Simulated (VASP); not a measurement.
Set up this calculation in VASP 6.6.1, as the native input.

| Item | Value |
| --- | --- |
| Task | relaxation of cell and atoms |
| Functional | PBE |
| Potentials or basis | VASP PAW PBE potentials, release 54 (Li, Bi, S) |
| Cutoff | 900 eV |
| k mesh | 5 × 5 × 5 |
| Occupations | fermi-dirac, width 0.05 eV |
| Spin | no spin polarisation |
| Further INCAR settings | ALGO = Normal; EDIFF = 1e-06; IBRION = 2; EDIFFG = -0.01; NSW = 40; ISIF = 3 |

The structure of LiBiS3 lies in POSCAR:

```
LiBiS3
1.0
    4.5614400000      0.0000000000      0.0000000000
    0.0000000000      4.5614400000      0.0000000000
    0.0000000000      0.0000000000      4.5614400000
Li Bi S
1 1 3
Direct
    0.5000000000      0.5000000000      0.5000000000
    0.0000000000      0.0000000000      0.0000000000
    0.5000000000      0.5000000000      0.0000000000
    0.0000000000      0.5000000000      0.5000000000
    0.5000000000      0.0000000000      0.5000000000
```

The cell was built by a generator and needn't be a form met in nature.

These files were run (other wordings do the same):

INCAR

```
SYSTEM = LiBiS3
  PREC = Accurate
  ENCUT = 900
  EDIFF = 1E-6
  ISMEAR = -1
  SIGMA = 0.05
  LREAL = .False.
  LASPH = .True.
  NELM = 60
  ALGO = Normal
  ISIF = 3
  LWAVE = .False.
  LCHARG = .False.
  GGA = PE
  IBRION = 2
  NSW = 40
  EDIFFG = -0.01
```

KPOINTS

```
regular mesh
0
Gamma
  5 5 5
  0 0 0
```

Potentials or basis: VASP PAW PBE potentials, release 54 (Li, Bi, S).

Run with:

```sh
$ cat potpaw_PBE.54/Li/POTCAR potpaw_PBE.54/Bi/POTCAR potpaw_PBE.54/S/POTCAR > POTCAR
$ mpirun -np 1 vasp_std > vasp.out
```

Results of the run:

- Relaxed volume: 18.94 Å³/atom
- Relaxed cell: a = 4.558 Å, b = 4.558 Å, c = 4.558 Å, α = 90.00°, β = 90.00°, γ = 90.00°
- Space group after relaxing (to 0.05 Å): Pm-3m (No. 221)
- Energy gained by relaxing: 0.0 meV/atom
- Ionic steps: 2
- Pressure after relaxing: 0.0 GPa
- Band gap on the k mesh: none (metal or under the smearing width)

Caveat: spin-orbit coupling is left out, which moves the levels of the heavy elements.

Wall time 38 s on 1 thread of AMD EPYC 9R45 (Zen 5), with other jobs on the host, peak memory 0.31 GiB.
